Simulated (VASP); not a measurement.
Take KZnF$_{3}$ (cubic perovskite), without spin-orbit terms, in VASP with PAW potentials, and its band gap.

Problem. One run gives 3.65 eV. Which level is it?
A. r2SCAN (starting cell)
B. PBE (own cell)
C. SCAN (own cell)

Solution. B, PBE (own cell).  The others give 4.58 (r2SCAN (starting cell)), 4.52 (SCAN (own cell)).

Only levels that ran to the end are used. Left out are those held back, those with too coarse a band path, GW runs whose mesh misses a band edge, hybrids' fits of cells that aren't cubic and levels without matching references; a question may draw on a part of the rest.

The compound is KZnF3 in the cubic perovskite structure.
